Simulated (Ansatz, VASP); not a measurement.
# Cross-check of Ta (Ta wire along [110], 11 atoms a period) between VASP and Ansatz

Aim: how closely do two programs agree when they are given the same cell, functional and k mesh? Of the first pair: The structure shown is the start of the Ansatz relaxation below; VASP solves that cell, so the two are compared at the walk's first step.

Method: plane waves, with VASP 6.6.1 beside it; PBE, in Ansatz 0.2.0.

### Step 1. The starting structure

The cell holds 11 atoms: 11 Ta. Its edges and angles: a = 13.440 Å, b = 11.495 Å, c = 4.695 Å, α = 90.0°, β = 90.0°, γ = 90.0°. Vacuum lies along a and b. The structure's axis is c.

Coordinates:

```cif
data_structure
_symmetry_space_group_name_H-M 'P 1'
_symmetry_Int_Tables_number 1
_cell_length_a 13.4400
_cell_length_b 11.4950
_cell_length_c 4.6952
_cell_angle_alpha 90.000
_cell_angle_beta 90.000
_cell_angle_gamma 90.000
_cell_volume 725.37
loop_
_atom_site_label
_atom_site_type_symbol
_atom_site_fract_x
_atom_site_fract_y
_atom_site_fract_z
_atom_site_occupancy
Ta1 Ta 0.25298 0.50001 0.00000 1
Ta2 Ta 0.37649 0.29578 0.00000 1
Ta3 Ta 0.50000 0.50001 0.00000 1
Ta4 Ta 0.62351 0.29578 0.00000 1
Ta5 Ta 0.74702 0.50001 0.00000 1
Ta6 Ta 0.37649 0.50001 0.50000 1
Ta7 Ta 0.50000 0.29578 0.50000 1
Ta8 Ta 0.50000 0.70424 0.50000 1
Ta9 Ta 0.62351 0.50001 0.50000 1
Ta10 Ta 0.37649 0.70424 0.00000 1
Ta11 Ta 0.62351 0.70424 0.00000 1
```

### Step 2. Ansatz: relaxation, PBE

Ansatz runs on its PAW soft_1 files.

The two programs are compared at the cell with which this relaxation starts, whose forces are those of its first step.

File input.yaml:

```yaml
crystal:
  lattice:
    - [13.44, 0.0, 0.0]
    - [0.0, 11.495, 0.0]
    - [0.0, 0.0, 4.6951890271]
  atoms:
    - { symbol: Ta, position: [0.25297619, 0.500008222, 0.0] }
    - { symbol: Ta, position: [0.376488095, 0.295780774, 0.0] }
    - { symbol: Ta, position: [0.5, 0.500008222, 0.0] }
    - { symbol: Ta, position: [0.623511905, 0.295780774, 0.0] }
    - { symbol: Ta, position: [0.74702381, 0.500008222, 0.0] }
    - { symbol: Ta, position: [0.376488095, 0.500008222, 0.5] }
    - { symbol: Ta, position: [0.5, 0.295780774, 0.5] }
    - { symbol: Ta, position: [0.5, 0.70423567, 0.5] }
    - { symbol: Ta, position: [0.623511905, 0.500008222, 0.5] }
    - { symbol: Ta, position: [0.376488095, 0.70423567, 0.0] }
    - { symbol: Ta, position: [0.623511905, 0.70423567, 0.0] }
kpoints:
  mp_grid: { grid: [1, 1, 18] }
scf:
  occupations: { method: fermi_dirac, width: 0.05 }
hamiltonian:
  xc: pbe
  pseudopotentials: { kind: paw, azcp: { folder: soft_1 } }
relax:
  cell: { fix: [a, b, alpha, beta, gamma] }
  max_steps: 45
  f_tol: 0.03
```

Started as:

```sh
> ansatz run input.yaml --threads 4 --pin off --max-ram 16384MiB --backend cpu --events-out ev --progress --plain --runs-dir out
```

Numbers of over 12 decimals in the logs are rounded to 6 here.

Log:

```text
Engine: ansatz 0.2.0, aarch64-unknown-linux-gnu
Pseudopotentials: kind: paw
Pseudopotential: Ta, paw, valence charge 13, recommended cutoff 420 eV (normal), soft_1/Ta.paw.azcp
Functional definition: PBE
  parameter kappa = 0.804
  parameter beta = 0.066725
  exchange = pbe_x(kappa = kappa, mu = beta*pi^2/3)
  correlation = pbe_c(beta = beta)
Crystal: 11 atoms, lattice volume = 725.373 Å³
Basis set: ecut = 420 eV, 14185 PW (Γ), exchange–correlation on 180×160×64 points (8 copies of the dense FFT grid, shifted against one another)
Bands: 86, of which v1, the nominal top of the filled ones, is band 72 counted from 1 (71 counted from 0)
Symmetry: 8 space group operations
Space group: Pmmm (ITA 47), of the structure as read, at distance tolerance 9.0e-5 Å
k-points: 10 of 18
Non-local potential: Ta, projectors of the file, l = 0: 3, l = 1: 2, l = 2: 2, l = 3: 1
PAW form: soft (Blöchl's): semilocal exchange-correlation on the pseudo side does not see the compensation charge
PAW one-centre angular grid: Ta, 590 points (default); XC on 64 Gauss nodes
Initial density: superposition of atomic densities (neutral atoms: chi_scale 0, normalization atom)
Initial wavefunctions: pseudopotential atomic-orbital guess
Functional: x = pbe(κ = 0.804, μ = 0.219515), c = pbe(β = 0.066725)
SCF iter   1: F=—  HF=-109259.231242 eV  |F-HF|=—  |Δ(HF+E_count)|=         —  Δρ=4.22e-2  dr2=1.01e2  ethr=3.10e-3  ⟨swp⟩=10.5  Hψ=3965  notcnv=0
preconditioner: auto → LDOS  [metal: Δε(μ)=0.007 eV  Ē_g=3.759 eV  σ=0.050 eV  W_gap=0.03  n_scr=112 (ndim 8)  ℏωp=10.2 eV  f_vac=0.503  D(μ)=6.86/eV (n_scr^D=20)  β→1.0]
SCF iter   2: F=—  HF=-109290.160580 eV  |F-HF|=—  |Δ(HF+E_count)|=    3.09e1  Δρ=9.08e-2  dr2=6.85e2  ethr=3.10e-3  ⟨swp⟩=8.6  Hψ=4426  notcnv=0  defer=25  recentre
SCF iter   3: F=—  HF=-109248.310236 eV  |F-HF|=—  |Δ(HF+E_count)|=    4.19e1  Δρ=2.07e-2  dr2=2.66e1  ethr=3.10e-3  ⟨swp⟩=8.1  Hψ=3978  notcnv=0  defer=1
SCF iter   4: F=—  HF=-109245.041241 eV  |F-HF|=—  |Δ(HF+E_count)|=    3.27e0  Δρ=5.10e-3  dr2=4.93e-1  ethr=3.10e-3  ⟨swp⟩=4.9  Hψ=1656  notcnv=0  defer=8
SCF iter   5: F=—  HF=-109245.038085 eV  |F-HF|=—  |Δ(HF+E_count)|=   3.16e-3  Δρ=2.00e-3  dr2=6.90e-2  ethr=3.45e-4  ⟨swp⟩=4.6  Hψ=1604  notcnv=0  defer=6
SCF iter   6: F=—  HF=-109245.038992 eV  |F-HF|=—  |Δ(HF+E_count)|=   9.08e-4  Δρ=5.43e-4  dr2=4.41e-3  ethr=4.82e-5  ⟨swp⟩=3.2  Hψ=1419  notcnv=0  defer=5
SCF iter   7: F=—  HF=-109245.039559 eV  |F-HF|=—  |Δ(HF+E_count)|=   5.67e-4  Δρ=2.18e-4  dr2=8.60e-4  ethr=3.09e-6  ⟨swp⟩=3.2  Hψ=1406  notcnv=0  defer=2
SCF iter   8: F=—  HF=-109245.039630 eV  |F-HF|=—  |Δ(HF+E_count)|=   7.09e-5  Δρ=9.47e-5  dr2=3.70e-4  ethr=6.01e-7  ⟨swp⟩=2.4  Hψ=1458  notcnv=0  defer=2
SCF iter   9: F=—  HF=-109245.039609 eV  |F-HF|=—  |Δ(HF+E_count)|=   2.09e-5  Δρ=2.93e-5  dr2=4.78e-5  ethr=2.59e-7  ⟨swp⟩=2.0  Hψ=1092  notcnv=0  defer=2
SCF iter  10: F=—  HF=-109245.039824 eV  |F-HF|=—  |Δ(HF+E_count)|=   2.15e-4  Δρ=1.14e-5  dr2=3.63e-6  ethr=3.35e-8  ⟨swp⟩=2.2  Hψ=1148  notcnv=0  defer=2
SCF iter  11: F=—  HF=-109245.039824 eV  |F-HF|=—  |Δ(HF+E_count)|=   1.27e-7  Δρ=4.29e-6  dr2=4.89e-7  ethr=2.54e-9  ⟨swp⟩=2.1  Hψ=1151  notcnv=0  defer=2
SCF iter  12: F=-109245.039824 eV  HF=-109245.039824 eV  |F-HF|=2.95e-8  |Δ(HF+E_count)|=   8.24e-9  Δρ=1.45e-6  dr2=5.07e-8  ethr=6.99e-11  ⟨swp⟩=6.0  Hψ=3349  notcnv=0
SCF 1 converged in 12 iterations: F = -109245.039824 eV  dr2 = 5.07e-8
  greatest PAW one-centre occupation: 0.999 electrons in one spin orbital (limit 2), on the Ta atom at site 2 (counted from 0), in its partial waves of l = 0
relax step   1: F+E_penalty+E_count = -109245.03982437 eV  Δ(F+E_penalty+E_count) = +0.000e0 eV  max|allowed force component| = 3.005e0 eV/Å  Δτ_max = 0.0000 Å  P = -6.153 GPa  Ω = 725.373 Å³  fix = [a, b, alpha, beta, gamma]  reactions: a -5.747, b -6.256 GPa  (12 SCF iters, dr2 threshold 1.00e-7 eV, accepted)
[...]
relax step   6: F+E_penalty+E_count = -109247.91945620 eV  Δ(F+E_penalty+E_count) = -9.783e-4 eV  max|allowed force component| = 5.383e-2 eV/Å  Δτ_max = 0.0102 Å  P = -0.058 GPa  Ω = 685.500 Å³  energy of the carried Pulay correction = +2.192e-3 eV  fix = [a, b, alpha, beta, gamma]  reactions: a +0.051, b -0.193 GPa  (7 SCF iters, dr2 threshold 2.34e-7 eV, accepted)
[...]
relax step   7: F+E_penalty+E_count = -109247.91989784 eV  Δ(F+E_penalty+E_count) = -4.416e-4 eV  max|allowed force component| = 4.256e-3 eV/Å  Δτ_max = 0.0039 Å  P = -0.059 GPa  Ω = 685.054 Å³  energy of the carried Pulay correction = +2.217e-3 eV  fix = [a, b, alpha, beta, gamma]  reactions: a +0.028, b -0.204 GPa  (6 SCF iters, dr2 threshold 1.81e-7 eV, accepted)
[...]
relax step   8: F+E_penalty+E_count = -109247.91784318 eV  Δ(F+E_penalty+E_count) = +2.055e-3 eV  max|allowed force component| = 4.258e-3 eV/Å  Δτ_max = 0.0000 Å  P = -0.059 GPa  Ω = 685.054 Å³  fix = [a, b, alpha, beta, gamma]  reactions: a +0.029, b -0.203 GPa  stress off target by 2.37e-3 GPa on what of the cell is left free  SCF on the basis re-selected at this cell (its energy is not comparable with the rows above)  (7 SCF iters)
basis re-selected at this cell: Δ(F+E_penalty+E_count) = +2.055e-3 eV, ΔP = -0.000 GPa vs the last step (what re-selecting the basis moved, of the pressure what is left beyond the Pulay correction that the steps carried, after the strain that the cell walked since its last selection, with what the two solves' SCF thresholds leave and, on support functions, any second-order correction that the steps lacked; it is no measure of the basis error at this ecutwfc). The dense FFT grid was sized anew with the basis: this SCF ran on 90×80×30 points, the steps before it on 90×80×32, so part of this shift can come from that change (see relax.cell in the input reference). [rest of the remark cut]
SCF converged after 7 iterations
Free energy (F): -109247.917843 eV
Harris-Foulkes:  -109247.917843 eV  (|F-HF|=0.00e0)
Internal energy: -109247.800644 eV  (E = F + TS)
E sigma→0 (E₀):  -109247.859244 eV
Entropy (-TS):   -0.117199 eV (-10.654 meV/atom)
Fermi energy:    3.122279 eV
--- Per-component energies (eV) ---
  E_band       = -3389.899039
  E_kinetic    = 4334.796268
  E_local      = -50831.157144  (includes V_loc(G=0)·N_el)
  E_nonlocal   = -118.544404
  E_hartree    = 23454.788876
  E_xc         = -3522.035867
  E_vxc        = -2553.929732  (∫ρ·V_xc dr)
  E_paw        = -91349.509731  (= ΣΔE_a)
  E_vpaw       = -1130.641878  (= ΣTr[D̂ρ^β])
  E_aug_tail   = 0.001026  (compensation charges beyond the density's cutoff)
  E_ewald      = 8783.860331
  E_smearing   = -0.117199  (= −TS)
  E_closure    = -0.000000  (closes the sum)
  Σ components = -109247.917843   (vs F -109247.917843, Δ=0.00e0)
--- Forces (eV/Å), atoms counted from 1 ---
  atom   1  Ta    -0.00162722     0.00000000     0.00000000
  atom   2  Ta     0.00156521     0.00321545     0.00000000
  atom   3  Ta     0.00000000     0.00000000     0.00000000
  atom   4  Ta    -0.00156521     0.00321545     0.00000000
  atom   5  Ta     0.00162722     0.00000000     0.00000000
  atom   6  Ta     0.00425801     0.00000000     0.00000000
  atom   7  Ta     0.00000000    -0.00014213     0.00000000
  atom   8  Ta     0.00000000     0.00014213     0.00000000
  atom   9  Ta    -0.00425801     0.00000000     0.00000000
  atom  10  Ta     0.00156521    -0.00321545     0.00000000
  atom  11  Ta    -0.00156521    -0.00321545     0.00000000
  max |Σ_I F_I| component: 4.34e-19 eV/Å
--- Stress (GPa, compression-positive) ---
        0.029197       0.000000       0.000000
        0.000000      -0.202753       0.000000
        0.000000       0.000000      -0.002373
  P = ⅓ Tr σ = -0.0586 GPa (-0.586 kbar)
--- Relaxed structure (7 steps of the walk, 6 accepted, 1 SCFs on fresh bases) ---
  F+E_penalty+E_count = -109247.91784318 eV   max|allowed force component| = 4.258e-3 eV/Å   (the final SCF, on the basis selected at the relaxed cell)
  cell:  # Å, volume = 685.0540 Å³
    - [13.44, 0.0, 0.0]
    - [0.0, 11.495, 0.0]
    - [0.0, 0.0, 4.434213]
  atoms:
    - { symbol: Ta, position: [0.265535, 0.500008222, 0.0] }
    - { symbol: Ta, position: [0.379181, 0.315869, 0.0] }
    - { symbol: Ta, position: [0.5, 0.500008222, 0.0] }
    - { symbol: Ta, position: [0.620819, 0.315869, 0.0] }
    - { symbol: Ta, position: [0.734465, 0.500008222, 0.0] }
    - { symbol: Ta, position: [0.378008, 0.500008222, 0.5] }
    - { symbol: Ta, position: [0.5, 0.298568, 0.5] }
    - { symbol: Ta, position: [0.5, 0.701449, 0.5] }
    - { symbol: Ta, position: [0.621992, 0.500008222, 0.5] }
    - { symbol: Ta, position: [0.379181, 0.684148, 0.0] }
    - { symbol: Ta, position: [0.620819, 0.684148, 0.0] }
```

### Step 3. VASP: single point, PBE, start cell, pair 1

The same cell, functional, mesh and smearing now go to VASP, with its own data sets.

Lines of VASP's logs that name or quote its potential files are left out, and so is its time.

File INCAR:

```
SYSTEM = Ta
PREC = Accurate
ENCUT = 400
EDIFF = 1E-06
NELM = 120
ISMEAR = -1
SIGMA = 0.05
LREAL = .FALSE.
ALGO = Normal
GGA = PE
NBANDS = 75
LASPH = .TRUE.
LORBIT = 11
LWAVE = .FALSE.
LCHARG = .FALSE.
ISIF = 2
GGA_COMPAT = .FALSE.
KPAR = 2
```

File POSCAR:

```
Ta
1.0
   13.4400000000      0.0000000000      0.0000000000
    0.0000000000     11.4950000000      0.0000000000
    0.0000000000      0.0000000000      4.6951890000
Ta
11
Direct
    0.2529761905      0.5000082645      0.0000000000
    0.3764880952      0.2957808178      0.0000000000
    0.5000000000      0.5000082645      0.0000000000
    0.6235119048      0.2957808178      0.0000000000
    0.7470238095      0.5000082645      0.0000000000
    0.3764880952      0.5000082645      0.5000000000
    0.5000000000      0.2957808178      0.5000000000
    0.5000000000      0.7042357113      0.5000000000
    0.6235119048      0.5000082645      0.5000000000
    0.3764880952      0.7042357113      0.0000000000
    0.6235119048      0.7042357113      0.0000000000
```

File KPOINTS:

```
Automatic mesh
0
Gamma
1 1 18
0 0 0
```

Potentials, in the order of the species: Ta_pv (PBE family, release 64).

Started as:

```sh
> mpirun -np 2 vasp_std
```

Log:

```text
[banner, memory and clock lines left out]
running    2 mpi-ranks, on    1 nodes
 distrk:  each k-point on    1 cores,    2 groups
 distr:  one band on    1 cores,    1 groups

 POSCAR found type information on POSCAR Ta
 POSCAR found :  1 types and      11 ions
 LDA part: xc-table for (Slater+PW92), standard interpolation
 POSCAR, INCAR and KPOINTS ok, starting setup
 FFT: planning ... GRIDC
 FFT: planning ... GRID_SOFT
 FFT: planning ... GRID
 WAVECAR not read
 entering main loop
       N       E                     dE             d eps       ncg     rms          rms(c)
DAV:   1     0.763622406947E+03    0.76362E+03   -0.59073E+04  2044   0.110E+03
DAV:   2    -0.721948798873E+02   -0.83582E+03   -0.81432E+03  1773   0.309E+02
DAV:   3    -0.121616760256E+03   -0.49422E+02   -0.47213E+02  1922   0.592E+01
DAV:   4    -0.124678990025E+03   -0.30622E+01   -0.29957E+01  1976   0.117E+01
DAV:   5    -0.124855086082E+03   -0.17610E+00   -0.17504E+00  2168   0.233E+00    0.338E+01
DAV:   6    -0.115433935460E+03    0.94212E+01   -0.12255E+02  1989   0.350E+01    0.169E+01
DAV:   7    -0.112252294569E+03    0.31816E+01   -0.59622E+01  2028   0.205E+01    0.115E+01
DAV:   8    -0.109922075277E+03    0.23302E+01   -0.22948E+01  1944   0.129E+01    0.415E+00
DAV:   9    -0.109567536357E+03    0.35454E+00   -0.51833E+00  2216   0.718E+00    0.193E+00
DAV:  10    -0.109500356018E+03    0.67180E-01   -0.65818E-01  2016   0.321E+00    0.900E-01
DAV:  11    -0.109486174705E+03    0.14181E-01   -0.13341E-01  2048   0.152E+00    0.465E-01
DAV:  12    -0.109479018184E+03    0.71565E-02   -0.44324E-02  1992   0.738E-01    0.264E-01
DAV:  13    -0.109481427994E+03   -0.24098E-02   -0.11192E-02  2136   0.447E-01    0.177E-01
DAV:  14    -0.109484383243E+03   -0.29552E-02   -0.56914E-03  1952   0.325E-01    0.972E-02
DAV:  15    -0.109487052588E+03   -0.26693E-02   -0.21397E-03  1728   0.177E-01    0.631E-02
DAV:  16    -0.109489615221E+03   -0.25626E-02   -0.11828E-03  1736   0.101E-01    0.451E-02
DAV:  17    -0.109490986910E+03   -0.13717E-02   -0.35748E-04  1840   0.738E-02    0.198E-02
DAV:  18    -0.109491803868E+03   -0.81696E-03   -0.12135E-04  1792   0.323E-02    0.138E-02
DAV:  19    -0.109492178762E+03   -0.37489E-03   -0.56714E-05  1648   0.225E-02    0.657E-03
DAV:  20    -0.109492224066E+03   -0.45304E-04   -0.14530E-05  1568   0.968E-03    0.366E-03
DAV:  21    -0.109492232100E+03   -0.80338E-05   -0.45608E-06  1456   0.769E-03    0.139E-03
DAV:  22    -0.109492232250E+03   -0.15006E-06   -0.47634E-07  1176   0.219E-03
   1 F= -.10949223E+03 E0= -.10942341E+03  d E =-.137647E+00
```

Parts of OUTCAR (step 3):

```text
ion  position               nearest neighbor table
   1  0.253  0.500  0.000-   2 2.88   6 2.88   6 2.88  10 2.88   3 3.32
   2  0.376  0.296  0.000-   1 2.88   3 2.88   7 2.88   7 2.88   6 3.32   6 3.32   4 3.32
   3  0.500  0.500  0.000-   2 2.88   4 2.88   6 2.88   9 2.88   6 2.88   9 2.88  10 2.88  11 2.88
                             7 3.32   7 3.32   8 3.32   8 3.32   1 3.32   5 3.32
   4  0.624  0.296  0.000-   5 2.88   3 2.88   7 2.88   7 2.88   9 3.32   9 3.32   2 3.32
   5  0.747  0.500  0.000-   4 2.88   9 2.88   9 2.88  11 2.88   3 3.32
   6  0.376  0.500  0.500-   1 2.88   1 2.88   7 2.88   3 2.88   3 2.88   8 2.88   2 3.32   2 3.32
                            10 3.32  10 3.32   9 3.32
   7  0.500  0.296  0.500-   6 2.88   9 2.88   2 2.88   4 2.88   2 2.88   4 2.88   3 3.32   3 3.32

  LATTYP: Found a simple orthorhombic cell.
 ALAT       =     4.6951890000
 B/A-ratio  =     2.4482507520
 C/A-ratio  =     2.8625045765

 Subroutine GETGRP returns: Found  8 space group operations
 (whereof  4 operations were pure point group operations)

The static configuration has the point symmetry C_2v.
 The point group associated with its full space group is D_2h.

 Found     10 irreducible k-points:

   k-points           NKPTS =     10   k-points in BZ     NKDIM =     10   number of bands    NBANDS=     75

   dimension x,y,z NGX =    90 NGY =   80 NGZ =   32
   dimension x,y,z NGXF=   180 NGYF=  160 NGZF=   64

   ENCUT  =  400.0 eV  29.40 Ry    5.42 a.u.  21.92 18.75  7.66*2*pi/ulx,y,z

   NELECT =     121.0000    total number of electrons

 k-points in reciprocal lattice and weights: Automatic mesh
   0.00000000  0.00000000  0.00000000       0.056
   0.00000000  0.00000000  0.05555556       0.111
   0.00000000  0.00000000  0.11111111       0.111
   0.00000000  0.00000000  0.16666667       0.111
   0.00000000  0.00000000  0.22222222       0.111
   0.00000000  0.00000000  0.27777778       0.111
   0.00000000  0.00000000  0.33333333       0.111
   0.00000000  0.00000000  0.38888889       0.111
   0.00000000  0.00000000  0.44444444       0.111
   0.00000000  0.00000000  0.50000000       0.056

 average (electrostatic) potential at core
       1 -43.6968       2 -43.8555       3 -43.1779       4 -43.8555       5 -43.6968
       6 -43.3037       7 -43.1746       8 -43.1746       9 -43.3037      10 -43.8555
      11 -43.8555

 E-fermi :  -0.7446

 k-point     1 :       0.0000    0.0000    0.0000
  band No.  band energies     occupation
    ...
     58      -1.2423      1.99990
     59      -0.9644      1.97567
     60      -0.7989      1.49520
     61      -0.7702      1.25061
     62      -0.6988      0.57148
     63      -0.6550      0.28551
     64      -0.4474      0.00523
     65      -0.4302      0.00371
     66      -0.1371      0.00001
     67      -0.1092      0.00001
    ...

 k-point     2 :       0.0000    0.0000    0.0556
  band No.  band energies     occupation
    ...
     58      -1.1933      1.99975
     59      -0.9638      1.97536
     60      -0.7601      1.15407
     61      -0.7503      1.05665
     62      -0.7221      0.77925
     63      -0.6793      0.42605
     64      -0.4650      0.00743
     65      -0.3645      0.00100
     66      -0.1218      0.00001
     67      -0.1020      0.00001
    ...

 k-point     3 :       0.0000    0.0000    0.1111
  band No.  band energies     occupation
    ...
     56      -1.4090      2.00000
     57      -1.3357      1.99999
     58      -1.0680      1.99690
     59      -0.9551      1.97072
     60      -0.8526      1.79342
     61      -0.6842      0.46034
     62      -0.6671      0.34998
     63      -0.6529      0.27573
     64      -0.5160      0.02045
     65      -0.2475      0.00010
    ...

  Total      -26.1532942    -28.4846782    -29.2995315      0.0000000      0.0000000      0.0000000
  in kB      -57.7664473    -62.9159236    -64.7157420      0.0000000      0.0000000      0.0000000
  external PRESSURE =     -61.7993710 kB  Pullay stress =       0.0000000 kB

  energy-cutoff  :      400.00
  volume of cell :      725.37
      direct lattice vectors                 reciprocal lattice vectors
    13.440000000  0.000000000  0.000000000     0.074404762  0.000000000  0.000000000
     0.000000000 11.495000000  0.000000000     0.000000000  0.086994345  0.000000000
     0.000000000  0.000000000  4.695189000     0.000000000  0.000000000  0.212983971

 POSITION                                       TOTAL-FORCE (eV/Angst)
 -----------------------------------------------------------------------------------
      3.40000      5.74760      0.00000         3.008519      0.000000      0.000000
      5.06000      3.40000      0.00000         0.942674      2.458604     -0.000000
      6.72000      5.74760      0.00000         0.000000      0.000000      0.000000
      8.38000      3.40000      0.00000        -0.942674      2.458604      0.000000
     10.04000      5.74760      0.00000        -3.008519      0.000000      0.000000
      5.06000      5.74760      2.34759        -0.029978      0.000000      0.000000
      6.72000      3.40000      2.34759         0.000000      0.911137      0.000000
      6.72000      8.09519      2.34759         0.000000     -0.911137      0.000000
      8.38000      5.74760      2.34759         0.029978      0.000000      0.000000
      5.06000      8.09519      0.00000         0.942674     -2.458604      0.000000
      8.38000      8.09519      0.00000        -0.942674     -2.458604     -0.000000
 -----------------------------------------------------------------------------------
    total drift:                               -0.000000      0.000002      0.000000

  FREE ENERGIE OF THE ION-ELECTRON SYSTEM (eV)
  ---------------------------------------------------
  free  energy   TOTEN  =      -109.4922322498 eV

  energy  without entropy=     -109.3545856432  energy(sigma->0) =     -109.42340895

 total charge
# of ion       s       p       d       tot
------------------------------------------
    1        0.420   5.986   2.349   8.754
    2        0.380   6.021   2.302   8.703
    3        0.358   6.170   2.312   8.840
    4        0.380   6.021   2.302   8.703
    5        0.420   5.986   2.349   8.754
    6        0.362   6.118   2.282   8.761
    7        0.386   6.062   2.390   8.838
    8        0.386   6.062   2.390   8.838
    9        0.362   6.118   2.282   8.761
   10        0.380   6.021   2.302   8.703
   11        0.380   6.021   2.302   8.703
--------------------------------------------------
tot          4.212  66.585  25.560  96.357

[... 3 further parts left out ...]
```

(Continued in part 2 of 2.)

[Lines on the potential files, build, host, timing and source positions are cut from VASP's logs without a mark.]

[Logs are printed without paths, hosts, clocks, repeated set-up lines and the standing remarks that a program may print on its own settings, such as how far it seeks lower states.]

[Hosts, paths, dates, database ids (printed as entryN), source tags and the programs' standing remarks are cut or masked in the printed files.]
